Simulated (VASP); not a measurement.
Computed with PBEsol GGA, VASP's PBE PAW potentials (set 64) (plane waves; VASP 6.6.1).

Input for VASP

**POSCAR**
```
NbSi
1
    3.5750000000     0.0000000000     0.0000000000
    0.0000000000     3.5750000000     0.0000000000
    0.0000000000     0.0000000000     3.5750000000
Nb Si
1 1
Direct
  0.0000000000   0.0000000000   0.0000000000
  0.5000000000   0.5000000000   0.5000000000
```

### INCAR
```
ALGO  =  Normal
EDIFF  =  1E-6
EDIFFG  =  -0.01
ENCUT  =  400
GGA  =  PS
IBRION  =  2
ISIF  =  3
ISMEAR  =  1
LASPH  =  .TRUE.
LCHARG  =  .FALSE.
LMAXMIX  =  4
LREAL  =  .FALSE.
LWAVE  =  .FALSE.
NELM  =  100
NSW  =  60
PREC  =  Accurate
SIGMA  =  0.1
SYSTEM  =  NbSi
```

### KPOINTS
```
Regular mesh
0
gamma
 9 9 9
```

POTCAR, in this order: Nb_sv Si (PBE.64 set). Program: vasp_std.

Energy and stress use the plane-wave basis of the starting cell.

Question: Estimate the energy per atom (σ→0), volume per atom, band gap (on the k-mesh).

Answer: 
```json
{
  "energy per atom (σ→0)": "-832.8 kJ/mol of atoms",
  "band gap (on the k-mesh)": "none (metal, semimetal or under 0.01 eV)",
  "volume_per_atom": "15.26 Å³/atom"
}
```

### OSZICAR
```
...
DAV:   1    -0.172631846422E+02   -0.42076E-03   -0.11658E-02   948   0.168E+00    0.152E-01
DAV:   2    -0.172628408278E+02    0.34381E-03   -0.13856E-03  1288   0.509E-01    0.494E-02
DAV:   3    -0.172627969273E+02    0.43901E-04   -0.16591E-04  1356   0.129E-01    0.170E-02
DAV:   4    -0.172628016386E+02   -0.47113E-05   -0.24180E-05  1460   0.338E-02    0.111E-02
DAV:   5    -0.172628074398E+02   -0.58012E-05   -0.97249E-06  1428   0.284E-02    0.906E-03
DAV:   6    -0.172628100171E+02   -0.25773E-05   -0.20457E-06   872   0.161E-02    0.963E-04
DAV:   7    -0.172628099502E+02    0.66842E-07   -0.40314E-07   464   0.713E-03
   7 F= -.17262810E+02 E0= -.17262971E+02  d E =-.288572E-04
```

The structure was generated: NbSi was put into the CsCl type type (Pm-3m), which need not be its known phase. This run relaxes it. Symmetry was kept, so distortions that lower it aren't found. The electron count is odd and the run is not spin-polarised, which forces a metal.
